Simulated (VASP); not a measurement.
Output of a VASP run:

OUTCAR:
```
 ion  position               nearest neighbor table
   1  0.000  0.000  0.000-   4 2.06   4 2.06   4 2.06   3 2.06   3 2.06   3 2.06   2 2.91   2 2.91
                             2 2.91   2 2.91   2 2.91   2 2.91
   2  0.500  0.500  0.500-   3 2.06   3 2.06   3 2.06   4 2.06   4 2.06   4 2.06   1 2.91   1 2.91
                             1 2.91   1 2.91   1 2.91   1 2.91
   3  0.250  0.250  0.250-   1 2.06   1 2.06   1 2.06   2 2.06   2 2.06   2 2.06
   4  0.750  0.750  0.750-   2 2.06   2 2.06   2 2.06   1 2.06   1 2.06   1 2.06
  LATTYP: Found a trigonal (rhomboedric) cell.
 ALAT       =     5.0413487186
 COS(alpha) =     0.8328698842
 Subroutine PRICEL returns following result:
  LATTYP: Found a trigonal (rhomboedric) cell.
 ALAT       =     2.9116355587
 COS(alpha) =     0.4989579638
 Subroutine GETGRP returns: Found 12 space group operations
The static configuration has the point symmetry D_3d.
The dynamic configuration has the point symmetry D_3d.
The overall configuration has the point symmetry D_3d.
 Subroutine INISYM returns: Found 12 space group operations
 Subroutine IBZKPT returns following result:
 Found     65 irreducible k-points:

 Following reciprocal coordinates:
            Coordinates               Weight
  0.000000  0.000000  0.000000      1.000000
  0.125000  0.000000  0.000000      6.000000
  0.250000  0.000000  0.000000      6.000000
  0.375000  0.000000  0.000000      6.000000
  0.500000  0.000000  0.000000      3.000000
  0.125000  0.125000  0.000000      6.000000
  0.250000  0.125000  0.000000     12.000000
  0.375000  0.125000  0.000000     12.000000
  0.500000  0.125000  0.000000     12.000000
 -0.375000  0.125000  0.000000     12.000000
 -0.250000  0.125000 -0.000000     12.000000
 -0.125000  0.125000  0.000000      6.000000
  0.250000  0.250000  0.000000      6.000000
  0.375000  0.250000  0.000000     12.000000
  0.500000  0.250000  0.000000     12.000000
 -0.375000  0.250000  0.000000     12.000000
 -0.250000  0.250000  0.000000      6.000000
  0.375000  0.375000  0.000000      6.000000
  0.500000  0.375000  0.000000     12.000000
 -0.375000  0.375000  0.000000      6.000000
  0.500000  0.500000  0.000000      3.000000
  0.125000  0.125000  0.125000      2.000000
  0.250000  0.125000  0.125000      6.000000
  0.375000  0.125000  0.125000      6.000000
  0.500000  0.125000  0.125000      6.000000
 -0.375000  0.125000  0.125000      6.000000
 -0.250000  0.125000  0.125000      6.000000
 -0.125000  0.125000  0.125000      6.000000
  0.250000  0.250000  0.125000      6.000000
  0.375000  0.250000  0.125000     12.000000
  0.500000  0.250000  0.125000     12.000000
 -0.375000  0.250000  0.125000     12.000000
 -0.250000  0.250000  0.125000     12.000000
 -0.125000  0.250000  0.125000     12.000000
  0.375000  0.375000  0.125000      6.000000
  0.500000  0.375000  0.125000     12.000000
 -0.375000  0.375000  0.125000     12.000000
 -0.250000  0.375000  0.125000     12.000000
 -0.125000  0.375000  0.125000     12.000000
  0.500000  0.500000  0.125000      6.000000
   k-points           NKPTS =     65   k-points in BZ     NKDIM =     65   number of bands    NBANDS=     20
   number of dos      NEDOS =    301   number of ions     NIONS =      4
   total plane-waves  NPLWV =  64000
   dimension x,y,z NGX =    40 NGY =   40 NGZ =   40
   dimension x,y,z NGXF=    80 NGYF=   80 NGZF=   80
   ions per type =               2   2
   PREC   = accura    normal or accurate (medium, high low for compatibility)
   ISTART =      0    job   : 0-new  1-cont  2-samecut
   ICHARG =      2    charge: 1-file 2-atom 10-const
   ISPIN  =      2    spin polarized calculation?
   LNONCOLLINEAR =      F non collinear calculations
   LSORBIT =      F    spin-orbit coupling
   INIWAV =      1    electr: 0-lowe 1-rand  2-diag
   ENCUT  =  520.0 eV  38.22 Ry    6.18 a.u.   9.37  9.37  9.37*2*pi/ulx,y,z
   NELM   =    100;   NELMIN=  2; NELMDL= -5     # of ELM steps
   EDIFF  = 0.1E-05   stopping-criterion for ELM
...
```

OSZICAR:
```
...
DAV:   2     0.108886758312E+02   -0.25539E+03   -0.23952E+03  5352   0.413E+02
DAV:   3    -0.185859275191E+02   -0.29475E+02   -0.28094E+02  5980   0.159E+02
DAV:   4    -0.195192778362E+02   -0.93335E+00   -0.92828E+00  5884   0.300E+01
DAV:   5    -0.195457273669E+02   -0.26450E-01   -0.26434E-01  6288   0.473E+00    0.211E+01
DAV:   6    -0.167311438860E+02    0.28146E+01   -0.41744E+01  7888   0.109E+02    0.213E+01
DAV:   7    -0.153465132917E+02    0.13846E+01   -0.69765E+00  6512   0.804E+01    0.954E+00
DAV:   8    -0.155244418612E+02   -0.17793E+00   -0.22146E+00  5860   0.123E+01    0.628E+00
DAV:   9    -0.154563009108E+02    0.68141E-01   -0.10828E-01  7520   0.893E+00    0.121E+00
DAV:  10    -0.154665873215E+02   -0.10286E-01   -0.61725E-02  6680   0.299E+00    0.447E-01
DAV:  11    -0.154664700705E+02    0.11725E-03   -0.41635E-03  6728   0.175E+00    0.125E-01
DAV:  12    -0.154666372893E+02   -0.16722E-03   -0.12238E-03  6924   0.369E-01    0.658E-02
DAV:  13    -0.154666447686E+02   -0.74793E-05   -0.19011E-04  8852   0.194E-01    0.254E-02
DAV:  14    -0.154666391804E+02    0.55882E-05   -0.16876E-05  6308   0.586E-02    0.223E-02
DAV:  15    -0.154666358391E+02    0.33413E-05   -0.74759E-06  6392   0.404E-02    0.515E-03
DAV:  16    -0.154666339891E+02    0.18500E-05   -0.15805E-06  3028   0.160E-02    0.145E-03
DAV:  17    -0.154666335725E+02    0.41660E-06   -0.58662E-07  2680   0.933E-03
   1 F= -.15466634E+02 E0= -.15466634E+02  d E =-.154666E+02  mag=     0.0000
       N       E                     dE             d eps       ncg     rms          rms(c)
DAV:   1    -0.155559451942E+02   -0.89311E-01   -0.17703E+00  6448   0.196E+01    0.227E+00
DAV:   2    -0.154787974073E+02    0.77148E-01   -0.34543E-01  6192   0.118E+01    0.148E+00
DAV:   3    -0.154701906263E+02    0.86068E-02   -0.34524E-02  7576   0.443E+00    0.791E-01
DAV:   4    -0.154687421394E+02    0.14485E-02   -0.71705E-03  6984   0.130E+00    0.284E-01
DAV:   5    -0.154680765687E+02    0.66557E-03   -0.14385E-03  8856   0.724E-01    0.163E-01
DAV:   6    -0.154678442208E+02    0.23235E-03   -0.76484E-04  6320   0.454E-01    0.497E-02
DAV:   7    -0.154678397839E+02    0.44370E-05   -0.13770E-04  7504   0.111E-01    0.230E-02
DAV:   8    -0.154678375964E+02    0.21874E-05   -0.83131E-06  6104   0.592E-02    0.982E-03
DAV:   9    -0.154678386429E+02   -0.10465E-05   -0.22744E-06  3136   0.157E-02    0.265E-03
DAV:  10    -0.154678383697E+02    0.27316E-06   -0.67630E-07  2672   0.100E-02
   2 F= -.15467838E+02 E0= -.15467838E+02  d E =-.120480E-02  mag=     0.0000
       N       E                     dE             d eps       ncg     rms          rms(c)
DAV:   1    -0.154848015787E+02   -0.16963E-01   -0.31302E-01  6360   0.819E+00    0.958E-01
DAV:   2    -0.154709277822E+02    0.13874E-01   -0.62171E-02  6368   0.477E+00    0.603E-01
DAV:   3    -0.154696250503E+02    0.13027E-02   -0.57498E-03  7544   0.181E+00    0.337E-01
DAV:   4    -0.154693035564E+02    0.32149E-03   -0.12037E-03  7008   0.552E-01    0.117E-01
DAV:   5    -0.154691916420E+02    0.11191E-03   -0.25815E-04  8936   0.308E-01    0.675E-02
DAV:   6    -0.154691613945E+02    0.30247E-04   -0.13341E-04  6384   0.189E-01    0.212E-02
DAV:   7    -0.154691564434E+02    0.49511E-05   -0.23408E-05  7784   0.474E-02    0.975E-03
DAV:   8    -0.154691581145E+02   -0.16711E-05   -0.11544E-06  3088   0.225E-02    0.390E-03
DAV:   9    -0.154691575303E+02    0.58418E-06   -0.53986E-07  2648   0.958E-03
   3 F= -.15469158E+02 E0= -.15469158E+02  d E =-.252396E-02  mag=     0.0000
```

OUTCAR:
```
------------------------ aborting loop because EDIFF is reached ----------------------------------------
  FORCE on cell =-STRESS in cart. coord.  units (eV):
  Direction    XX          YY          ZZ          XY          YZ          ZX
  --------------------------------------------------------------------------------------
  Total       -0.0079235     -0.0079235     -0.0079235     -0.0492100     -0.0492100     -0.0492100
  in kB       -0.3594362     -0.3594362     -0.3594362     -2.2323203     -2.2323203     -2.2323203
  external PRESSURE =      -0.3594362 kB  Pullay stress =       0.0000000 kB
  volume of cell :       35.32
      direct lattice vectors                 reciprocal lattice vectors
     4.129834907  2.060982703  2.060982703     0.362635096 -0.120724710 -0.120724710
     2.060982703  4.129834907  2.060982703    -0.120724710  0.362635096 -0.120724710
     2.060982703  2.060982703  4.129834907    -0.120724710 -0.120724710  0.362635096
 POSITION                                       TOTAL-FORCE (eV/Angst)
 -----------------------------------------------------------------------------------
      0.00000      0.00000      0.00000         0.000000     -0.000000      0.000000
      4.12590      4.12590      4.12590        -0.000000     -0.000000      0.000000
      2.06295      2.06295      2.06295         0.000000      0.000000     -0.000000
      6.18885      6.18885      6.18885        -0.000000      0.000000     -0.000000
 -----------------------------------------------------------------------------------
    total drift:                                0.000000     -0.000000     -0.000000
  FREE ENERGIE OF THE ION-ELECTRON SYSTEM (eV)
  ---------------------------------------------------
  free  energy   TOTEN  =       -15.4691575303 eV

  energy  without entropy=      -15.4691575303  energy(sigma->0) =      -15.46915753

 total charge

# of ion       s       p       d       tot
------------------------------------------
    1        0.341   0.427   8.306   9.074
    2        0.341   0.427   8.306   9.074
    3        1.558   3.409   0.000   4.967
    4        1.558   3.409   0.000   4.967
--------------------------------------------------
tot          3.797   7.673  16.612  28.082

 magnetization (x)

# of ion       s       p       d       tot
------------------------------------------
    1       -0.011  -0.015   1.290   1.263
    2        0.011   0.015  -1.290  -1.263
    3        0.000   0.000   0.000   0.000
    4        0.000   0.000   0.000   0.000
--------------------------------------------------
tot          0.000   0.000   0.000   0.000

 reached required accuracy - stopping structural energy minimisation
```
(Selected blocks of OUTCAR.)

**POSCAR**
```
NiO
1
    4.1176733786     2.0566918643     2.0566918643
    2.0566918643     4.1176733786     2.0566918643
    2.0566918643     2.0566918643     4.1176733786
Ni O
2 2
Direct
  0.0000000000   0.0000000000   0.0000000000
  0.5000000000   0.5000000000   0.5000000000
  0.2500000000   0.2500000000   0.2500000000
  0.7500000000   0.7500000000   0.7500000000
```

Task: Reconstruct the remaining input files.

Result: One answer among several that fit: the input of the run itself, vdW-DF-cx, plane waves, VASP's PBE PAW potentials (set 64).

INCAR:
```
LCHARG = F
LREAL = F   ! projection in real space or not
GGA = CX
ISPIN = 2   ! spin-polarised
ISIF = 3
LWAVE = F
LASPH = T
ENCUT = 520   ! plane-wave cut-off (eV)
EDIFF = 1E-6
LMAXMIX = 4
NSW = 60   ! most ionic steps
ISMEAR = 0   ! Gaussian
SIGMA = 0.05   ! width (eV)
EDIFFG = -0.02   ! ionic stop
AGGAC = 0.0
LUSE_VDW = T
IBRION = 2
MAGMOM = 2.0 -2.0 2*0.0
SYSTEM = NiO
LORBIT = 10
ALGO = Normal   ! blocked Davidson
PREC = Accurate
NELM = 100
```

### KPOINTS
```
K-points
0
Gamma
 8 8 8
0 0 0
```

POTCAR, in this order: Ni O (PBE.64 set). Program: vasp_std.

The compound is NiO in the rock salt, AFM-II order structure. This run relaxes it. Symmetry was kept, so distortions that lower it aren't found. The start is the result of an earlier pass.
